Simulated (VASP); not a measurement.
# NaLi3H3 in VASP: further runs, part 2 of 2

VASP 6.6.1.

## 3. Single point, PBE+D4

File INCAR:

```
ALGO = Normal ; DIPOL = 0.5 0.5 0.471
EDIFF = 1E-6 ; ENCUT = 520
GGA = PE ; IDIPOL = 3
ISIF = 2 ; ISMEAR = -1
IVDW = 13 ; LASPH = T
LCHARG = F ; LDIPOL = T
LREAL = F ; LWAVE = F
NBANDS = 18 ; NELM = 100
PREC = Accurate ; SIGMA = 0.1
```

File KPOINTS:

```
k-points
0
Gamma
  5 5 1
```

File POSCAR:

```
NaLi3H3
1.0
    2.8803990000      0.0000000000      0.0000000000
    0.0000000000      2.8803990000      0.0000000000
    0.0000000000      0.0000000000     19.0734993308
Li H Na
3 3 1
Direct
    0.0000000000      0.0000000000      0.3250583384
    0.5000000000      0.5000000000      0.4318426065
    0.0000000000      1.0000000000      0.5386268745
    0.5000000000      0.5000000000      0.3250583384
    0.0000000000      0.0000000000      0.4318426065
    0.5000000000      0.5000000000      0.5386268745
    0.5000000000      1.0000000000      0.7035812756
```

Potentials or basis: VASP PAW PBE potentials, release 64 (Li_sv, H, Na_pv).

The run is started by

```sh
$ cat potpaw_PBE.64/Li_sv/POTCAR potpaw_PBE.64/H/POTCAR potpaw_PBE.64/Na_pv/POTCAR > POTCAR
$ mpirun -np 1 vasp_std > vasp.out
```

OUTCAR:

```text
EDIFF = 1E-6
   ENCUT = 520
   GGA = PE
   ISIF = 2
   ISMEAR = -1
   IVDW = 13
   LASPH = T
   LREAL = F
   NELM = 100
   PREC = Accurate

 ion  position               nearest neighbor table
   1  0.000  0.000  0.325-
   2  0.500  0.500  0.432-
   3  0.000  0.000  0.539-
   4  0.500  0.500  0.325-
   5  0.000  0.000  0.432-
   6  0.500  0.500  0.539-
   7  0.500  0.000  0.704-

  LATTYP: Found a simple tetragonal cell.
 ALAT       =     2.8803990000
 C/A-ratio  =     6.6218254245

  Lattice vectors:

 A1 = (   2.8803990000,   0.0000000000,   0.0000000000)
 A2 = (   0.0000000000,   2.8803990000,   0.0000000000)
 A3 = (   0.0000000000,   0.0000000000,  19.0734993308)

Analysis of symmetry for initial positions (statically):
=====================================================================
 Subroutine PRICEL returns:
 Original cell was already a primitive cell.

 Routine SETGRP: Setting up the symmetry group for a
 simple tetragonal supercell.

[... 174 lines left out ...]
      1     -46.9210      2.00000
      2     -46.8597      2.00000
      3     -46.4758      2.00000
      4     -25.9215      2.00000
      5     -25.8262      2.00000
      6     -25.8250      2.00000
[... 166 lines left out ...]
      5     -25.9902      2.00000
      6     -25.8751      2.00000
[... 10 lines left out ...]
     17       5.5413      0.00000
     18       5.6877      0.00000

------------------------ aborting loop because EDIFF is reached ----------------------------------------

 vacuum level on the upper side and lower side of the slab       (xc-potential included)        -0.752        -0.809

  DFT-D4 for vdW energy calculation

  Edisp (eV):   -0.35079

  FORCE on cell =-STRESS in cart. coord.  units (eV):
  Direction    XX          YY          ZZ          XY          YZ          ZX
  --------------------------------------------------------------------------------------
  -------------------------------------------------------------------------------------
  Total       0.05661    -0.35867    -0.69470     0.00000     0.00000     0.00000
  in kB       0.57313    -3.63139    -7.03348     0.00000     0.00000     0.00000
  external pressure =       -3.36 kB  Pullay stress =        0.00 kB

 VOLUME and BASIS-vectors are now :
 -----------------------------------------------------------------------------
  energy-cutoff  :      520.00
  volume of cell :      158.25
      direct lattice vectors                 reciprocal lattice vectors
     2.880399000  0.000000000  0.000000000     0.347174124  0.000000000  0.000000000
     0.000000000  2.880399000  0.000000000     0.000000000  0.347174124  0.000000000
     0.000000000  0.000000000 19.073499331     0.000000000  0.000000000  0.052428764

 POSITION                                       TOTAL-FORCE (eV/Angst)
 -----------------------------------------------------------------------------------
      0.00000      0.00000      6.20000         0.000000      0.000000      0.218870
      1.44020      1.44020      8.23675         0.000000      0.000000     -0.033854
      0.00000      0.00000     10.27350         0.000000      0.000000     -0.246606
      1.44020      1.44020      6.20000         0.000000      0.000000     -0.047990
      0.00000      0.00000      8.23675         0.000000      0.000000      0.010784
      1.44020      1.44020     10.27350         0.000000      0.000000      0.087685
      1.44020      0.00000     13.41976         0.000000      0.000000      0.011112
 -----------------------------------------------------------------------------------
    total drift:                                0.000000     -0.000000     -0.000446

  FREE ENERGIE OF THE ION-ELECTRON SYSTEM (eV)
  ---------------------------------------------------
  free  energy   TOTEN  =       -19.1542511566 eV

  energy  without entropy=      -19.1305290822  energy(sigma->0) =      -19.14239012

 vacuum level on the upper side and lower side of the slab         1.519         1.458
```

stdout:

```text
POSCAR found type information on POSCAR LiH Na
 POSCAR found :  3 types and       7 ions
 scaLAPACK will be used
 LDA part: xc-table for (Slater+PW92), standard interpolation
 POSCAR, INCAR and KPOINTS ok, starting setup
 FFT: planning ... GRIDC
 FFT: planning ... GRID_SOFT
 FFT: planning ... GRID
 WAVECAR not read
 entering main loop
```

Wall time 1.8 min (1 thread of Intel Xeon Platinum 8375C at 2.90GHz (Ice Lake), shared host); peak memory 0.25 GiB.

Results:

* Free energy: -19.1543 eV
* Largest force: 0.247 eV/Å
* Band gap on the k mesh: none (metal or under the smearing width)
* Dispersion energy per atom: -0.050 eV

Forces in eV/Å, atoms in the order of the input:
```
Li   0.000  0.000  0.219
Li   0.000  0.000 -0.034
Li   0.000  0.000 -0.247
H    0.000  0.000 -0.048
H    0.000  0.000  0.011
H    0.000  0.000  0.088
Na   0.000  0.000  0.011
```

Caveat: the k mesh is coarse (spacing up to 0.44 Å⁻¹), so the values aren't converged; the cutoff is under 1.25 times the usual one of these potentials, so pressure, stress and relaxed cells hold a basis-set (Pulay) error.
